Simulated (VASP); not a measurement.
# BaMgPF (P4/nmm) in VASP: notebook

One crystal, BaMgPF, is run at these levels: PBE, PBEsol; tasks: relaxation of cell and atoms.

Program: VASP 6.6.1. These are calculated values, not measurements. Logs are shortened: lines on timing, memory, paths and dates and some standing lists are left out, and cuts for length are marked.

## Step 1: The structure

It takes space group P4/nmm (No. 129, tetragonal). Conventional cell: a = 4.344 Å, b = 4.344 Å, c = 9.619 Å, α = 90.00°, β = 90.00°, γ = 90.00°. Ba (site symmetry 4mm) has 4 F at 2.67 Å as nearest neighbours. Around P (site symmetry 4mm) lie 4 Mg at 2.62 Å. Around Mg (site symmetry -4m2) lie 4 P at 2.62 Å. F (site symmetry -4m2) has 4 Ba at 2.67 Å and 4 F at 3.07 Å as nearest neighbours.

The cell comes from a database or a generator and needn't be the stable form of this composition.

## Step 2: Relaxation of cell and atoms, PBE

File INCAR:

```
PREC = Accurate
ENCUT = 600
EDIFF = 1E-7
ISMEAR = 0
SIGMA = 0.03
LREAL = F
LASPH = T
NELM = 80
ALGO = Normal
ISIF = 3
LWAVE = F
LCHARG = F
GGA = PE
IBRION = 2
NSW = 90
EDIFFG = -0.005
KPAR = 2
```

File KPOINTS:

```
regular mesh
0
Gamma
  6 6 4
```

File POSCAR:

```
BaMgPF                                  
1.0
    4.3437545461      0.0000000000      0.0000000000
    0.0000000000      4.3437545461      0.0000000000
    0.0000000000      0.0000000000      9.6192789919
  Ba              P               Mg              F             
     2     2     2     2
Direct
     0.5000000000000000    0.0000000000000000    0.1619787627569600
     0.0000000000000000    0.5000000000000000    0.8380212372430399
     0.5000000000000000    0.0000000000000000    0.6516001575686620
     0.0000000000000000    0.5000000000000000    0.3483998424313380
     0.5000000000000000    0.5000000000000000    0.5000000000000000
     0.0000000000000000    0.0000000000000000    0.5000000000000000
     0.5000000000000000    0.5000000000000000    0.0000000000000000
     0.0000000000000000    0.0000000000000000    0.0000000000000000
```

Potentials or basis: VASP PAW PBE potentials, release 64 (Ba_sv, P, Mg, F).

Command:

```
$ cat potpaw_PBE.64/Ba_sv/POTCAR potpaw_PBE.64/P/POTCAR potpaw_PBE.64/Mg/POTCAR potpaw_PBE.64/F/POTCAR > POTCAR
$ mpirun -np 2 vasp_std > vasp.out
```

OUTCAR:

```text
PREC = Accurate
   ENCUT = 600
   EDIFF = 1E-7
   ISMEAR = 0
   LREAL = F
   LASPH = T
   NELM = 80
   ISIF = 3
   GGA = PE
   IBRION = 2
   NSW = 90
   EDIFFG = -0.005

 ion  position               nearest neighbor table
   1  0.500  0.000  0.162-   7 2.67   8 2.67   7 2.67   8 2.67   4 3.56   4 3.56   4 3.56   4 3.56
                             5 3.91   6 3.91   5 3.91   6 3.91   2 4.38   2 4.38   2 4.38   2 4.38
   2  0.000  0.500  0.838-   7 2.67   8 2.67   8 2.67   7 2.67   3 3.56   3 3.56   3 3.56   3 3.56
                             5 3.91   5 3.91   6 3.91   6 3.91   1 4.38   1 4.38   1 4.38   1 4.38
   3  0.500  0.000  0.652-   5 2.62   6 2.62   5 2.62   6 2.62   2 3.56   2 3.56   2 3.56   2 3.56

   4  0.000  0.500  0.348-   5 2.62   6 2.62   6 2.62   5 2.62   1 3.56   1 3.56   1 3.56   1 3.56

   5  0.500  0.500  0.500-   3 2.62   4 2.62   3 2.62   4 2.62   6 3.07   6 3.07   6 3.07   6 3.07
                             2 3.91   1 3.91   2 3.91   1 3.91
   6  0.000  0.000  0.500-   3 2.62   4 2.62   4 2.62   3 2.62   5 3.07   5 3.07   5 3.07   5 3.07
                             1 3.91   2 3.91   2 3.91   1 3.91
   7  0.500  0.500  0.000-   1 2.67   2 2.67   1 2.67   2 2.67
   8  0.000  0.000  0.000-   1 2.67   2 2.67   2 2.67   1 2.67

  LATTYP: Found a simple tetragonal cell.
 ALAT       =     4.3437545461
 C/A-ratio  =     2.2145079538

  Lattice vectors:

 A1 = (   4.3437545461,   0.0000000000,   0.0000000000)
 A2 = (   0.0000000000,   4.3437545461,   0.0000000000)
 A3 = (   0.0000000000,   0.0000000000,   9.6192789919)

Analysis of symmetry for initial positions (statically):
=====================================================================
 Subroutine PRICEL returns:
 Original cell was already a primitive cell.

 Routine SETGRP: Setting up the symmetry group for a
 simple tetragonal supercell.

 Subroutine GETGRP returns: Found 16 space group operations
 (whereof  8 operations were pure point group operations)
 out of a pool of 16 trial point group operations.

The static configuration has the point symmetry D_2d.
 The point group associated with its full space group is D_4h.

Analysis of symmetry for dynamics (positions and initial velocities):
=====================================================================
 Subroutine PRICEL returns:
 Original cell was already a primitive cell.

 Routine SETGRP: Setting up the symmetry group for a
 simple tetragonal supercell.

 Subroutine GETGRP returns: Found 16 space group operations
 (whereof  8 operations were pure point group operations)
 out of a pool of 16 trial point group operations.

The dynamic configuration has the point symmetry D_2d.
 The point group associated with its full space group is D_4h.

 Subroutine INISYM returns: Found 16 space group operations
 (whereof  8 operations are pure point group operations),
 and found     1 'primitive' translations

----------------------------------------------------------------------------------------

                                     Primitive cell

  volume of cell :     181.4985

  direct lattice vectors                    reciprocal lattice vectors
     4.343754546  0.000000000  0.000000000     0.230215586  0.000000000  0.000000000
     0.000000000  4.343754546  0.000000000     0.000000000  0.230215586  0.000000000
     0.000000000  0.000000000  9.619278992     0.000000000  0.000000000  0.103957895

  length of vectors
     4.343754546  4.343754546  9.619278992     0.230215586  0.230215586  0.103957895

  position of ions in fractional coordinates (direct lattice)
     0.500000000  0.000000000  0.161978763
     0.000000000  0.500000000  0.838021237
     0.500000000  0.000000000  0.651600158
     0.000000000  0.500000000  0.348399842
     0.500000000  0.500000000  0.500000000
     0.000000000  0.000000000  0.500000000
     0.500000000  0.500000000  0.000000000
     0.000000000  0.000000000  0.000000000

  ion indices of the primitive-cell ions
   primitive index   ion index
                 1           1
                 2           2
                 3           3
                 4           4
                 5           5
                 6           6
                 7           7
                 8           8

----------------------------------------------------------------------------------------

 KPOINTS: regular mesh

Automatic generation of k-mesh.
 Grid dimensions read from file:
 generate k-points for:    6    6    4

 Generating k-lattice:

  Cartesian coordinates                     Fractional coordinates (reciprocal lattice)
     0.038369264  0.000000000  0.000000000     0.166666667  0.000000000  0.000000000
     0.000000000  0.038369264  0.000000000     0.000000000  0.166666667  0.000000000
     0.000000000  0.000000000  0.025989474     0.000000000  0.000000000  0.250000000

  Length of vectors
     0.038369264  0.038369264  0.025989474

  Shift w.r.t. Gamma in fractional coordinates (k-lattice)
     0.000000000  0.000000000  0.000000000

 Subroutine IBZKPT returns following result:
 ===========================================

 Found     30 irreducible k-points:

 Following reciprocal coordinates:
            Coordinates               Weight
  0.000000  0.000000  0.000000      1.000000
  0.166667  0.000000  0.000000      4.000000
  0.333333  0.000000  0.000000      4.000000
  0.500000  0.000000  0.000000      2.000000
  0.166667  0.166667  0.000000      4.000000
  0.333333  0.166667  0.000000      8.000000
[... 16 lines left out ...]
  0.333333  0.000000  0.500000      4.000000
  0.500000  0.000000  0.500000      2.000000
 [... further k-points ...]
   k-points           NKPTS =     30   k-points in BZ     NKDIM =     30   number of bands    NBANDS=     29
   number of dos      NEDOS =    301   number of ions     NIONS =      8
   total plane-waves  NPLWV = 103680
   dimension x,y,z NGX =    36 NGY =   36 NGZ =   80
   dimension x,y,z NGXF=    72 NGYF=   72 NGZF=  160
   ions per type =               2   2   2   2
   NGX,Y,Z   is equivalent  to a cutoff of  13.78, 13.78, 13.83 a.u.
   NGXF,Y,Z  is equivalent  to a cutoff of  27.56, 27.56, 27.65 a.u.
 SYSTEM =  unknown system
   PREC   = accura    normal or accurate (medium, high low for compatibility)
   ISTART =      0    job   : 0-new  1-cont  2-samecut
   ICHARG =      2    charge: 1-file 2-atom 10-const
   ISPIN  =      1    spin polarized calculation?
   LNONCOLLINEAR =      F non collinear calculations
   LSORBIT =      F    spin-orbit coupling
   LASPH  =      T    aspherical Exc in radial PAW
   ENCUT  =  600.0 eV  44.10 Ry    6.64 a.u.   8.68  8.68 19.21*2*pi/ulx,y,z
   NELM   =     80;   NELMIN=  2; NELMDL= -5     # of ELM steps
   EDIFF  = 0.1E-06   stopping-criterion for ELM
   LREAL  =      F    real-space projection
   EDIFFG = -.5E-02   stopping-criterion for IOM
   NSW    =     90    number of steps for IOM
   IBRION =      2    ionic relax: 0-MD 1-quasi-New 2-CG
   NFREE  =      1    steps in history (QN), initial steepest desc. (CG)
   ISIF   =      3    stress and relaxation
   ISYM   =      2    0-nonsym 1-usesym 2-fastsym
   POTIM  = 0.5000    time-step for ionic-motion
   TEBEG  =    0.0;   TEEND  =   0.0 temperature during run
   PSTRESS=    0.0 pullay stress
   NELECT =      48.0000    total number of electrons
   NUPDOWN=      -1.0000    fix difference up-down
   EMIN   =  10.00;   EMAX   =-10.00  energy-range for DOS
   EFERMI =   0.00;   METHOD = LEGACY
   ISMEAR =     0;   SIGMA  =   0.03  broadening in eV -4-tet -1-fermi 0-gaus
   EFERMI_NEDOS =   21; number of points for ismear=-14 and -15
   IALGO  =     38    algorithm
   IMIX   =      4    mixing-type and parameters
     AMIX     =   0.40;   BMIX     =  1.00
     AMIX_MAG =   1.60;   BMIX_MAG =  1.00
  volume/ion in A,a.u.               =      22.69       153.10
  Fermi-wavevector in a.u.,A,eV,Ry     =   1.050826  1.985774 15.024038  1.104236
  Thomas-Fermi vector in A             =   2.185845
   LORBIT       =      0    0 simple, 1 ext, 2 COOP (PROOUT), +10 PAW based schemes
   GGA     = PE    functional components
   LHFCALC =     F    Hartree Fock is set to
   AEXX    =    0.0000 exact exchange contribution
   IVDW    =     0    specifies the selected vdW correction
   LEPSILON=     F    determine dielectric tensor
   LRPA    =     F    only Hartree local field effects (RPA)
 conjugate gradient relaxation of ions
 non-spin polarized calculation
 Gauss-broadening in eV      SIGMA  =   0.03
  energy-cutoff  :      600.00
  volume of cell :      181.50
 maximum number of plane-waves:      6111
 NGX is ok and might be reduce to    36
   NGX = 17   NGY = 17   NGZ = 39

--------------------------------------- Ionic step        1  -------------------------------------------

 number of electron      47.9999972 magnetization

 Free energy of the ion-electron system (eV)
  ---------------------------------------------------
  ext. energy  EPLUGINS =         0.00000000
  ---------------------------------------------------
  free energy    TOTEN  =       -37.66628863 eV

  energy without entropy =      -37.66628863  energy(sigma->0) =      -37.66628863

------------------------ aborting loop because EDIFF is reached ----------------------------------------

  FORCE on cell =-STRESS in cart. coord.  units (eV):
  Direction    XX          YY          ZZ          XY          YZ          ZX
  --------------------------------------------------------------------------------------
  -------------------------------------------------------------------------------------
  Total       -0.0044911     -0.0044911      0.0332793      0.0000000      0.0000000      0.0000000
  in kB       -0.0396451     -0.0396451      0.2937732      0.0000000      0.0000000      0.0000000
  external PRESSURE =       0.0714944 kB  Pullay stress =       0.0000000 kB
[... 69 lines left out ...]
  energy  without entropy=      -37.6663001049  energy(sigma->0) =      -37.66630010

--------------------------------------- Ionic step        3  -------------------------------------------

 number of electron      47.9999972 magnetization

 Free energy of the ion-electron system (eV)
  ---------------------------------------------------
  ext. energy  EPLUGINS =         0.00000000
  ---------------------------------------------------
  free energy    TOTEN  =       -37.66630842 eV

  energy without entropy =      -37.66630842  energy(sigma->0) =      -37.66630842

 E-fermi :   2.5819     XC(G=0):  -8.9604

 val. band max:        2.4330351971   @ k =   0.0000   0.0000   0.0000
 cond. band min:       4.2088662442   @ k =   0.0000   0.0000   0.0000
 fundamental gap:      1.7758310470
 Fermi energy:         2.5818645961

 k-point     1 :       0.0000    0.0000    0.0000
  band No.  band energies     occupation
      1     -24.6675      2.00000
      2     -24.5230      2.00000
      3     -20.5394      2.00000
      4     -20.4500      2.00000
      5      -9.7864      2.00000
      6      -9.7864      2.00000
[... 757 lines left out ...]
     28       5.9186      0.00000
     29       6.6375      0.00000

 [... further k-points ...]

------------------------ aborting loop because EDIFF is reached ----------------------------------------

  FORCE on cell =-STRESS in cart. coord.  units (eV):
  Direction    XX          YY          ZZ          XY          YZ          ZX
  --------------------------------------------------------------------------------------
  -------------------------------------------------------------------------------------
  Total       -0.0075235     -0.0075235     -0.0001087      0.0000000      0.0000000      0.0000000
  in kB       -0.0663861     -0.0663861     -0.0009592      0.0000000      0.0000000      0.0000000
  external PRESSURE =      -0.0445772 kB  Pullay stress =       0.0000000 kB
[... 23 lines left out ...]
  FREE ENERGIE OF THE ION-ELECTRON SYSTEM (eV)
  ---------------------------------------------------
  free  energy   TOTEN  =       -37.6663084234 eV

  energy  without entropy=      -37.6663084234  energy(sigma->0) =      -37.66630842

 reached required accuracy - stopping structural energy minimisation
```

It took 94 s on 2 MPI ranks of Intel Xeon 6975P-C (Granite Rapids), shared host; peak memory 0.46 GiB.

What came out:

```
Free energy                            : -37.6663 eV
Relaxed volume                         : 22.70 Å³/atom
Relaxed cell                           : a = 4.343 Å, b = 4.343 Å, c = 9.625 Å, α = 90.00°, β = 90.00°, γ = 90.00°
Space group after relaxing (to 0.05 Å) : P4/nmm (No. 129)
Energy gained by relaxing              : 0.0 meV/atom
Ionic steps                            : 3
Pressure after relaxing                : 0.0 GPa
Band gap on the k mesh                 : 1.78 eV, direct
```

Final structure:
```yaml
crystal:
  lattice:
    - [4.34342, 0.00000, 0.00000]
    - [0.00000, 4.34342, 0.00000]
    - [0.00000, 0.00000, 9.62473]
  atoms:
    - { symbol: Ba, position: [0.50000, 0.00000, 0.16186] }
    - { symbol: Ba, position: [0.00000, 0.50000, 0.83814] }
    - { symbol: P, position: [0.50000, 0.00000, 0.65160] }
    - { symbol: P, position: [0.00000, 0.50000, 0.34840] }
    - { symbol: Mg, position: [0.50000, 0.50000, 0.50000] }
    - { symbol: Mg, position: [0.00000, 0.00000, 0.50000] }
    - { symbol: F, position: [0.50000, 0.50000, 0.00000] }
    - { symbol: F, position: [0.00000, 0.00000, 0.00000] }
```

Caveat: spin-orbit coupling is left out, which moves the levels of the heavy elements. A k mesh can miss the band edges.

## Step 3: Relaxation of cell and atoms, PBEsol

This run uses another cell than the first one, of 22.06 Å³/atom, 0.973 times its volume.

File INCAR:

```
SYSTEM = BaMgPF
PREC = Accurate ; ENCUT = 600
EDIFF = 1E-6 ; ISMEAR = 0
SIGMA = 0.03 ; LREAL = .FALSE.
LASPH = .TRUE. ; NELM = 80
ALGO = Normal ; ISIF = 3
LWAVE = .FALSE. ; LCHARG = .FALSE.
GGA = PS ; IBRION = 2
NSW = 90 ; EDIFFG = -0.01
KPAR = 2
```

File KPOINTS:

```
regular mesh
0
G
  6 6 4
  0 0 0
```

File POSCAR:

```
BaMgPF
1.0
    4.3097000000      0.0000000000      0.0000000000
    0.0000000000      4.3097000000      0.0000000000
    0.0000000000      0.0000000000      9.5032000000
Ba P Mg F
2 2 2 2
Direct
    0.5000000000      0.0000000000      0.1598200000
    0.0000000000      0.5000000000      0.8401800000
    0.5000000000      0.0000000000      0.6532000000
    0.0000000000      0.5000000000      0.3468000000
    0.5000000000      0.5000000000      0.5000000000
    0.0000000000      0.0000000000      0.5000000000
    0.5000000000      0.5000000000      0.0000000000
    0.0000000000      0.0000000000      0.0000000000
```

Potentials or basis: VASP PAW PBE potentials, release 64 (Ba_sv, P, Mg, F).

Command:

```
$ cat potpaw_PBE.64/Ba_sv/POTCAR potpaw_PBE.64/P/POTCAR potpaw_PBE.64/Mg/POTCAR potpaw_PBE.64/F/POTCAR > POTCAR
$ mpirun -np 2 vasp_std > vasp.out
```

Wall time 2.8 min (2 MPI ranks of Intel Xeon 6975P-C (Granite Rapids), shared host); peak memory 0.46 GiB.

The run converged. Its results:

```yaml
Free_energy: -39.6168 eV
Relaxed_volume: 21.78 Å³/atom
Relaxed_cell: a = 4.297 Å, b = 4.297 Å, c = 9.440 Å, α = 90.00°, β = 90.00°, γ = 90.00°
Space_group_after_relaxing_to_0.05_Å: P4/nmm (No. 129)
Energy_gained_by_relaxing: 0.8 meV/atom
Ionic_steps: 8
Pressure_after_relaxing: 0.0 GPa
Band_gap_on_the_k_mesh: 1.67 eV, direct
```

Step by step:
```csv
step,energy change (eV),largest force (eV/Å),pressure (GPa),volume (Å³)
1,0.0000,0.0833,-0.50,176.51
2,-0.0040,0.0898,0.01,174.75
3,-0.0042,0.0931,0.13,174.36
4,-0.0057,0.0448,0.06,174.28
5,-0.0060,0.0172,0.00,174.22
6,-0.0060,0.0156,0.01,174.22
7,-0.0060,0.0104,-0.01,174.24
8,-0.0061,0.0014,-0.03,174.28
```

Final structure:
```
Ba P Mg F
1.0
     4.29676    0.00000    0.00000
     0.00000    4.29676    0.00000
     0.00000    0.00000    9.43980
Ba P Mg F
2 2 2 2
Direct
  0.50000 0.00000 0.16111
  0.00000 0.50000 0.83889
  0.50000 0.00000 0.65494
  0.00000 0.50000 0.34506
  0.50000 0.50000 0.50000
  0.00000 0.00000 0.50000
  0.50000 0.50000 0.00000
  0.00000 0.00000 0.00000
```

Levels at points of the mesh, in eV from the valence-band top:
| k point | band 21 | band 22 | band 23 | band 24 | band 25 | band 26 | band 27 | band 28 |
| --- | --- | --- | --- | --- | --- | --- | --- | --- |
| (0.00, 0.00, 0.00) | -1.18 | -0.42 | 0.00 | 0.00 | 1.67 | 2.15 | 2.78 | 3.28 |
| (0.50, 0.00, 0.00) | -0.55 | -0.55 | -0.50 | -0.50 | 3.05 | 3.05 | 3.37 | 3.37 |
| (0.50, 0.50, 0.00) | -1.49 | -1.49 | -1.44 | -1.44 | 2.38 | 2.38 | 4.11 | 4.11 |
| (0.00, 0.00, 0.50) | -1.17 | -0.74 | -0.01 | -0.01 | 1.93 | 2.53 | 2.66 | 3.45 |
| (0.50, 0.00, 0.50) | -0.52 | -0.52 | -0.49 | -0.49 | 3.22 | 3.22 | 3.45 | 3.45 |
| (0.50, 0.50, 0.50) | -1.52 | -1.52 | -1.41 | -1.41 | 2.58 | 2.58 | 4.22 | 4.22 |

Caveat: the PAW data sets were made with another functional, which shifts forces and pressure a little; spin-orbit coupling is left out, which moves the levels of the heavy elements. A k mesh can miss the band edges.
